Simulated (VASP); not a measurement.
```
CdS
1.0
    0.00000     2.95459     2.95459
    2.95459     0.00000     2.95459
    2.95459     2.95459     0.00000
Cd S
1 1
Direct
  0.00000   0.00000   0.00000
  0.25000   0.25000   0.25000
```

Calculation: revTPSS meta-GGA, VASP's PBE PAW potentials (set 64) (plane waves; VASP). Run with 520 eV cut-off, 9×9×9 Γ-centred mesh, tetrahedra with Blöchl corrections, potentials Cd S.

### Question
What does the run give for the energy per atom (σ→0), band gap (over mesh and band path) with the smallest direct gap where there is one?

### Answer

| Item | Value |
|---|---|
| band gap (over mesh and band path) | 1.20 eV |
| smallest direct gap (over mesh and band path) | 1.20 eV |
| energy per atom (σ→0) | 452.5 kJ/mol of atoms |

Total energies compare only between runs with the same potentials, cut-off and functional.

The compound is CdS in the zinc blende structure, a metastable form; wurtzite is the usual one. It was relaxed first.
